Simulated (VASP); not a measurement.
```yaml
crystal:
  lattice:
    - [0.00000, 2.59081, 2.59081]
    - [2.59081, 0.00000, 2.59081]
    - [2.59081, 2.59081, 0.00000]
  atoms:
    - { symbol: Be, position: [0.00000, 0.00000, 0.00000] }
    - { symbol: Se, position: [0.25000, 0.25000, 0.25000] }
```

The numbers are results of PBE GGA, VASP's PBE PAW potentials (set 64) (plane waves; VASP 6.6.1), not measurements. Run with 520 eV cut-off, 9×9×9 Γ-centred mesh, Gaussian smearing of 0.050 eV, potentials Be Se.

Estimate the energy per atom (σ→0).

```yaml
energy per atom (σ→0): -4.430 eV/atom
```

Total energies compare only between runs with the same potentials, cut-off and functional.

The compound is BeSe in the zinc blende structure. It was relaxed first.
